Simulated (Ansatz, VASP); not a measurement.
## Two plane-wave programs on Sr3Sc

```
Sr Sc
1.0
    -2.72454    2.72454    5.66860
     2.72454   -2.72454    5.66860
     2.72454    2.72454   -5.66860
Sr Sc
3 1
Direct
  0.50000 0.50000 0.00000
  0.25000 0.75000 0.50000
  0.75000 0.25000 0.50000
  0.00000 0.00000 0.00000
```

Change from the starting cell: volume scaled by 0.94.

Alike in both runs: task single point; functional PBE; k mesh 7 × 7 × 7; occupations fermi-dirac, width 0.05 eV; no spin polarisation.

```csv
,VASP,Ansatz
version,VASP 6.6.1,Ansatz 0.2.0
potentials or method,"VASP PAW PBE potentials, release 64 (Sr_sv, Sc_sv)",Ansatz PAW
plane-wave cutoff (eV),520,420
valence electrons in the cell,41,41
```

VASP gave:

* gap on the k mesh at the Fermi level (eV): none
* pressure (GPa): 1.1
* largest component of the traceless stress (GPa): 0.22

Estimate Ansatz's values.

gap on the k mesh at the Fermi level (eV): none; pressure (GPa): 1.0; largest component of the traceless stress (GPa): 0.22.

A gap of «none» marks a metal or a gap that the smearing closes.
